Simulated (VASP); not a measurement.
```xyz
2
Lattice="1.4550 -2.5201 0.0000 1.4550 2.5201 0.0000 0.0000 0.0000 2.8400" Properties=species:S:1:pos:R:3 pbc="T T T"
W      0.0000     0.0000     0.0000
C      1.4550     0.8400     1.4200
```

Method: PBE GGA, VASP's PBE PAW potentials (set 64) (plane waves; VASP 6.6.1). Run with 520 eV cut-off, 14×14×13 Monkhorst-Pack mesh, first-order Methfessel-Paxton smearing of 0.10 eV, potentials W_sv C.

Give the stress tensor in GPa (positive for a compressed cell).

```
5.30  0.00  0.00
0.00  5.30  0.00
0.00  0.00  5.08
```
The pressure is its mean diagonal, 5.22 GPa.

The compound is WC in the wc structure. The cell was not relaxed at this level. The run is one of a series of settings (KPOINTS 14×14×13 Monkhorst-Pack mesh against the base run), some of them coarse on purpose.
